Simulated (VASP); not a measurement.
Input:

```
CELL_PARAMETERS angstrom
      0.00000     3.20088     3.20088
      3.20088     0.00000     3.20088
      3.20088     3.20088     0.00000
ATOMIC_POSITIONS crystal
  K  0.00000 0.00000 0.00000
  I  0.50000 0.50000 0.50000
```

The numbers are results of LDA (Ceperley-Alder, Perdew-Zunger), VASP's LDA PAW potentials (set 64) (plane waves; VASP 6.6.1), not measurements. Run with 500 eV cut-off, 7×7×7 Γ-centred mesh, Gaussian smearing of 0.050 eV, potentials K_sv I.

Task: What does the run give for the energy per atom (σ→0), pressure?

Result: 
```
Quantity                        Value
---------------------  --------------
energy per atom (σ→0)  -2.993 eV/atom
pressure                    49.8 kbar
```

The absolute energy has meaning only against runs of the same code, potentials and settings.

The compound is KI in the rock salt structure. It was relaxed first under an external pressure of 5 GPa.
